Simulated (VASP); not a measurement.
Data:

```yaml
crystal:
  lattice:
    - [0.00000, 3.17997, 3.17997]
    - [3.17997, 0.00000, 3.17997]
    - [3.17997, 3.17997, 0.00000]
  atoms:
    - { symbol: Mg, position: [0.25000, 0.25000, 0.25000] }
    - { symbol: Mg, position: [0.75000, 0.75000, 0.75000] }
    - { symbol: Si, position: [0.00000, 0.00000, 0.00000] }
```

Level of theory: PBE GGA, VASP's PBE PAW potentials (set 64) (plane waves; VASP). Settings: 500 eV cut-off, 6×6×6 Γ-centred mesh, Gaussian smearing of 0.050 eV, potentials Mg Si.

**Question.** What does the run give for the energy per atom (σ→0), band gap (on the k-mesh) with the smallest direct gap where there is one?

**Answer.** 
```
Property                                     Result
-----------------------------------  --------------
band gap (on the k-mesh)                    0.21 eV
smallest direct gap (on the k-mesh)         1.85 eV
energy per atom (σ→0)                -2.965 eV/atom
```

Only differences to runs with the same potentials and settings are physical.

The compound is Mg2Si in the antifluorite structure. It was relaxed first.
